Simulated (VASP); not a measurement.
# GeBi3 (Fm-3m) in VASP: equation of state

How stiff is GeBi3 in PBE, and what volume does it want? The cell is scaled to several volumes.

Program: VASP 6.6.1. These are calculated values, not measurements. Logs are shortened: lines on timing, memory, paths and dates and some standing lists are left out, and cuts for length are marked.

## Step 1: Starting point

It takes space group Fm-3m (No. 225, cubic). Conventional cell: a = 7.734 Å, b = 7.734 Å, c = 7.734 Å, α = 90.00°, β = 90.00°, γ = 90.00°. Bi (site symmetry m-3m) has 8 Bi at 3.35 Å as nearest neighbours. Bi (site symmetry -43m) has 4 Bi at 3.35 Å and 4 Ge at 3.35 Å as nearest neighbours. Ge (site symmetry m-3m) is surrounded by 8 Bi at 3.35 Å.

The cell comes from a database or a generator and needn't be the stable form of this composition.

## Step 2: Equation of state, PBE, 27.17 Å³/atom (volume scaled by 0.94)

The input, INCAR:

```
PREC     = Accurate       # precision mode
ENCUT    = 520            # plane-wave cutoff, eV
EDIFF    = 1E-7           # SCF threshold, eV
ISMEAR   = -1             # smearing method
SIGMA    = 0.05           # smearing width, eV
LREAL    = F              # projectors in reciprocal space
LASPH    = T              # aspherical terms in the spheres
NELM     = 100            # most SCF steps
ALGO     = Normal         # electronic algorithm
ISIF     = 2              # what is computed and relaxed
LWAVE    = F              # write WAVECAR
LCHARG   = F              # write CHGCAR
GGA      = PE             # functional
NBANDS   = 38             # bands
```

The input, KPOINTS:

```
regular mesh
0
Gamma
  6 6 6
```

The input, POSCAR:

```
GeBi3
1.0
    0.0000000000      3.7878841365      3.7878841365
    3.7878841365      0.0000000000      3.7878841365
    3.7878841365      3.7878841365      0.0000000000
Bi Ge
3 1
Direct
    0.5000000000      0.5000000000      0.5000000000
    0.7500000000      0.7500000000      0.7500000000
    0.2500000000      0.2500000000      0.2500000000
    0.0000000000      0.0000000000      0.0000000000
```

Potentials or basis: VASP PAW PBE potentials, release 64 (Bi_d, Ge_d).

Started as:

```
cat potpaw_PBE.64/Bi_d/POTCAR potpaw_PBE.64/Ge_d/POTCAR > POTCAR
mpirun -np 1 vasp_std > vasp.out
```

OUTCAR:

```text
PREC = Accurate
   ENCUT = 520
   EDIFF = 1E-7
   ISMEAR = -1
   LREAL = F
   LASPH = T
   NELM = 100
   ISIF = 2
   GGA = PE

 Found     16 irreducible k-points:

 Following reciprocal coordinates:
            Coordinates               Weight
  0.000000  0.000000  0.000000      1.000000
  0.166667  0.000000  0.000000      8.000000
  0.333333  0.000000  0.000000      8.000000
  0.500000  0.000000  0.000000      4.000000
  0.166667  0.166667  0.000000      6.000000
  0.333333  0.166667  0.000000     24.000000
   k-points           NKPTS =     16   k-points in BZ     NKDIM =     16   number of bands    NBANDS=     38
   number of dos      NEDOS =    301   number of ions     NIONS =      4
   total plane-waves  NPLWV =  64000
   dimension x,y,z NGX =    40 NGY =   40 NGZ =   40
   dimension x,y,z NGXF=    80 NGYF=   80 NGZF=   80
   ions per type =               3   1
   NGX,Y,Z   is equivalent  to a cutoff of  12.41, 12.41, 12.41 a.u.
   NGXF,Y,Z  is equivalent  to a cutoff of  24.83, 24.83, 24.83 a.u.
 SYSTEM =  unknown system
   PREC   = accura    normal or accurate (medium, high low for compatibility)
   ISTART =      0    job   : 0-new  1-cont  2-samecut
   ICHARG =      2    charge: 1-file 2-atom 10-const
   ISPIN  =      1    spin polarized calculation?
   LNONCOLLINEAR =      F non collinear calculations
   LSORBIT =      F    spin-orbit coupling
   LASPH  =      T    aspherical Exc in radial PAW
   ENCUT  =  520.0 eV  38.22 Ry    6.18 a.u.   9.96  9.96  9.96*2*pi/ulx,y,z
   NELM   =    100;   NELMIN=  2; NELMDL= -5     # of ELM steps
   EDIFF  = 0.1E-06   stopping-criterion for ELM
   LREAL  =      F    real-space projection
   EDIFFG = 0.1E-05   stopping-criterion for IOM
   NSW    =      0    number of steps for IOM
   IBRION =     -1    ionic relax: 0-MD 1-quasi-New 2-CG
   NFREE  =      0    steps in history (QN), initial steepest desc. (CG)
   ISIF   =      2    stress and relaxation
   ISYM   =      2    0-nonsym 1-usesym 2-fastsym
   POTIM  = 0.5000    time-step for ionic-motion
   TEBEG  =    0.0;   TEEND  =   0.0 temperature during run
   PSTRESS=    0.0 pullay stress
   NELECT =      59.0000    total number of electrons
   NUPDOWN=      -1.0000    fix difference up-down
   EMIN   =  10.00;   EMAX   =-10.00  energy-range for DOS
   EFERMI =   0.00;   METHOD = LEGACY
   ISMEAR =    -1;   SIGMA  =   0.05  broadening in eV -4-tet -1-fermi 0-gaus
   EFERMI_NEDOS =   21; number of points for ismear=-14 and -15
   IALGO  =     38    algorithm
   IMIX   =      4    mixing-type and parameters
     AMIX     =   0.40;   BMIX     =  1.00
     AMIX_MAG =   1.60;   BMIX_MAG =  1.00
  volume/ion in A,a.u.               =      27.17       183.38
  Fermi-wavevector in a.u.,A,eV,Ry     =   1.335423  2.523583 24.264008  1.783354
  Thomas-Fermi vector in A             =   2.464128
   LORBIT       =      0    0 simple, 1 ext, 2 COOP (PROOUT), +10 PAW based schemes
   GGA     = PE    functional components
   LHFCALC =     F    Hartree Fock is set to
   AEXX    =    0.0000 exact exchange contribution
   IVDW    =     0    specifies the selected vdW correction
   LEPSILON=     F    determine dielectric tensor
   LRPA    =     F    only Hartree local field effects (RPA)
 non-spin polarized calculation
  energy-cutoff  :      520.00
  volume of cell :      108.70
 maximum number of plane-waves:      2954
   NGX = 19   NGY = 19   NGZ = 19

 number of electron      58.9999990 magnetization

 Free energy of the ion-electron system (eV)
  ---------------------------------------------------
  ext. energy  EPLUGINS =         0.00000000
  ---------------------------------------------------
  free energy    TOTEN  =       -14.92781946 eV

  energy without entropy =      -14.87658816  energy(sigma->0) =      -14.90220381

 E-fermi :   8.0859     XC(G=0): -10.6258

 val. band max:        8.0285531874   @ k =   0.1667   0.1667   0.0000
 cond. band min:       8.1176620600   @ k =   0.5000   0.3333   0.0000
 fundamental gap:      0.0891088726
 Fermi energy:         8.0858835097

 k-point     1 :       0.0000    0.0000    0.0000
  band No.  band energies     occupation
      1     -16.6339      2.00000
      2     -16.6339      2.00000
      3     -16.6339      2.00000
      4     -16.6304      2.00000
      5     -16.6304      2.00000
      6     -14.9464      2.00000
[... 30 lines left out ...]
     37      14.2663      0.00000
     38      14.2663      0.00000

 k-point     2 :       0.1667    0.0000    0.0000
  band No.  band energies     occupation
      1     -16.6340      2.00000
      2     -16.6340      2.00000
      3     -16.6339      2.00000
      4     -16.6303      2.00000
      5     -16.6303      2.00000
      6     -14.9529      2.00000
[... 30 lines left out ...]
     37      13.8204      0.00000
     38      13.8204      0.00000

 k-point     3 :       0.3333    0.0000    0.0000
  band No.  band energies     occupation
      1     -16.6340      2.00000
      2     -16.6340      2.00000
      3     -16.6339      2.00000
      4     -16.6301      2.00000
      5     -16.6301      2.00000
      6     -14.9650      2.00000
[... 30 lines left out ...]
     37      14.4572      0.00000
     38      14.4572      0.00000

 k-point     4 :       0.5000    0.0000    0.0000
  band No.  band energies     occupation
      1     -16.6341      2.00000
      2     -16.6341      2.00000
      3     -16.6339      2.00000
      4     -16.6300      2.00000
      5     -16.6300      2.00000
      6     -14.9706      2.00000
[... 30 lines left out ...]
     37      16.7048      0.00000
     38      16.7068      0.00000

 k-point     5 :       0.1667    0.1667    0.0000
  band No.  band energies     occupation
      1     -16.6340      2.00000
      2     -16.6340      2.00000
      3     -16.6339      2.00000
      4     -16.6303      2.00000
      5     -16.6303      2.00000
      6     -14.9587      2.00000
[... 30 lines left out ...]
     37      13.3561      0.00000
     38      13.5525      0.00000

 k-point     6 :       0.3333    0.1667    0.0000
  band No.  band energies     occupation
      1     -16.6340      2.00000
      2     -16.6340      2.00000
      3     -16.6339      2.00000
      4     -16.6302      2.00000
      5     -16.6301      2.00000
      6     -14.9682      2.00000
[... 30 lines left out ...]
     37      13.1358      0.00000
     38      15.3912      0.00000

 [... further k-points ...]

------------------------ aborting loop because EDIFF is reached ----------------------------------------

  FORCE on cell =-STRESS in cart. coord.  units (eV):
  Direction    XX          YY          ZZ          XY          YZ          ZX
  --------------------------------------------------------------------------------------
  -------------------------------------------------------------------------------------
  Total        3.3783915      3.3783915      3.3783915      0.0000000     -0.0000000      0.0000000
  in kB       49.7966936     49.7966936     49.7966936      0.0000000     -0.0000000      0.0000000
  external PRESSURE =      49.7966936 kB  Pullay stress =       0.0000000 kB

 VOLUME and BASIS-vectors are now :
 -----------------------------------------------------------------------------
  energy-cutoff  :      520.00
  volume of cell :      108.70
      direct lattice vectors                 reciprocal lattice vectors
     0.000000000  3.787884137  3.787884137    -0.131999814  0.131999814  0.131999814
     3.787884137  0.000000000  3.787884137     0.131999814 -0.131999814  0.131999814
     3.787884137  3.787884137  0.000000000     0.131999814  0.131999814 -0.131999814

 POSITION                                       TOTAL-FORCE (eV/Angst)
 -----------------------------------------------------------------------------------
      3.78788      3.78788      3.78788        -0.000000     -0.000000     -0.000000
      5.68183      5.68183      5.68183         0.000000     -0.000000     -0.000000
      1.89394      1.89394      1.89394         0.000000      0.000000      0.000000
      0.00000      0.00000      0.00000        -0.000000     -0.000000     -0.000000
 -----------------------------------------------------------------------------------
    total drift:                               -0.000000      0.000000      0.000000

  FREE ENERGIE OF THE ION-ELECTRON SYSTEM (eV)
  ---------------------------------------------------
  free  energy   TOTEN  =       -14.9278194587 eV

  energy  without entropy=      -14.8765881572  energy(sigma->0) =      -14.90220381
```

OSZICAR:

```text
N       E                     dE             d eps       ncg     rms          rms(c)
DAV:   1     0.679898417987E+03    0.67990E+03   -0.30189E+04  1372   0.273E+03
DAV:   2     0.923683210108E+02   -0.58753E+03   -0.57408E+03  1222   0.734E+02
DAV:   3    -0.851337305120E+01   -0.10088E+03   -0.99293E+02  1396   0.234E+02
DAV:   4    -0.147360276385E+02   -0.62227E+01   -0.62035E+01  1336   0.637E+01
DAV:   5    -0.149648606385E+02   -0.22883E+00   -0.22879E+00  1588   0.117E+01    0.119E+00
DAV:   6    -0.149311152545E+02    0.33745E-01   -0.15375E-01  1716   0.295E+00    0.626E-01
DAV:   7    -0.149281333259E+02    0.29819E-02   -0.28396E-02  1380   0.133E+00    0.294E-01
DAV:   8    -0.149277957801E+02    0.33755E-03   -0.26680E-03  1642   0.384E-01    0.780E-02
DAV:   9    -0.149278191285E+02   -0.23348E-04   -0.36244E-04  1458   0.183E-01    0.234E-02
DAV:  10    -0.149278220097E+02   -0.28811E-05   -0.65116E-05  1466   0.837E-02    0.649E-03
DAV:  11    -0.149278203047E+02    0.17050E-05   -0.85996E-06  1534   0.281E-02    0.357E-03
DAV:  12    -0.149278193511E+02    0.95352E-06   -0.71561E-07  1364   0.788E-03    0.538E-04
DAV:  13    -0.149278194520E+02   -0.10083E-06   -0.85987E-08   740   0.256E-03    0.161E-04
DAV:  14    -0.149278194587E+02   -0.66830E-08   -0.16101E-08   734   0.134E-03
   1 F= -.14927819E+02 E0= -.14902204E+02  d E =-.512313E-01
```

stdout:

```text
POSCAR found type information on POSCAR BiGe
 POSCAR found :  2 types and       4 ions
 scaLAPACK will be used
 LDA part: xc-table for (Slater+PW92), standard interpolation
 POSCAR, INCAR and KPOINTS ok, starting setup
 FFT: planning ... GRIDC
 FFT: planning ... GRID_SOFT
 FFT: planning ... GRID
 WAVECAR not read
 entering main loop
```

Run time: 82 s. Hardware: 1 thread of Intel Xeon Platinum 8488C (Sapphire Rapids), shared host; peak memory 0.26 GiB.

What came out:

```yaml
Free_energy: -14.9278 eV
Pressure: 5.0 GPa
Band_gap_on_the_k_mesh: none (metal or under the smearing width)
```

Caveat: spin-orbit coupling is left out, which moves the levels of the heavy elements.

(Continued in part 2 of 2.)
